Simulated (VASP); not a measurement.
Input of a VASP 6.6.1 run:

INCAR

```
PREC = Accurate
ENCUT = 350
EDIFF = 1E-7
ISMEAR = 0
SIGMA = 0.02
LREAL = False
LASPH = True
NELM = 100
ALGO = Normal
ISIF = 2
LWAVE = False
LCHARG = False
GGA = PE
NBANDS = 16
```

Contents of KPOINTS:

```
Automatic mesh
0
Gamma
  8 8 8
```

File POSCAR:

```
GaAs
1.0
    0.0000000000      2.8268500000      2.8268500000
    2.8268500000      0.0000000000      2.8268500000
    2.8268500000      2.8268500000      0.0000000000
Ga As
1 1
Direct
    0.0000000000      0.0000000000      0.0000000000
    0.2500000000      0.2500000000      0.2500000000
```

Potentials or basis: VASP PAW PBE potentials, release 64 (Ga_d, As).

Run with:

```console
$ cat potpaw_PBE.64/Ga_d/POTCAR potpaw_PBE.64/As/POTCAR > POTCAR
$ mpirun -np 1 vasp_std > vasp.out
```

Task: Predict the pressure.

Result: 3.3 GPa.

Task: Predict the band gap on the k mesh.

Result: 0.52 eV, direct.

Caveat: the cutoff is under 1.25 times the usual one of these potentials, so pressure, stress and relaxed cells hold a basis-set (Pulay) error.

**Experimental background.**

From “Evidence of valence band perturbations in GaAsN/GaAs(001): A combined variable-angle spectroscopic ellipsometry and modulated photoreflectance investigation”, 2008, arxiv:0805.2212, for a bulk crystal of GaAs at 300 K: band gap 1.412 ± 0.01 eV (direct).

Against the measured gap of GaAs, 1.412 eV (direct; 300 K; “Evidence of valence band perturbations in GaAsN/GaAs(001): A combined variable-angle spectroscopic ellipsometry and modulated photoreflectance investigation”, 2008, arxiv:0805.2212), the calculated 0.52 eV is off by -0.89 eV. 3 values of this kind are on record (1.412 to 1.51 eV); this one was drawn at random among those near their median, those with a stated uncertainty first. Spin-orbit coupling on As, Ga is left out. The value is that of PBE on a finite k mesh, which can miss the band edges, without temperature or zero-point motion. Semilocal functionals fall short of measured gaps as a rule.
